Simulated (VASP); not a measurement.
Given:

```xyz
2
Lattice="3.2052 0.0000 0.0000 -1.6026 2.7758 0.0000 0.0000 0.0000 3.1735" Properties=species:S:1:pos:R:3 pbc="T T T"
Mo     0.0000     0.0000     0.0000
P      1.6026     0.9253     1.5868
```

Level of theory: PBEsol GGA with spin-orbit coupling, VASP's PBE PAW potentials (set 64) (plane waves; VASP). Settings: 400 eV cut-off, 12×12×10 Γ-centred mesh, Gaussian smearing of 0.050 eV, potentials Mo_sv P.

**Question.** What does the run give for the energy per atom (σ→0), band gap (over mesh and band path) with the smallest direct gap where there is one?

**Answer.** 
| Item | Value |
|---|---|
| band gap (over mesh and band path) | none (metal, semimetal or under 0.01 eV) |
| energy per atom (σ→0) | -9.573 eV/atom |

The structure was generated: MoP was put into the WC type (P-6m2), which need not be its known phase. It was relaxed first, which changed the volume by -9 %.
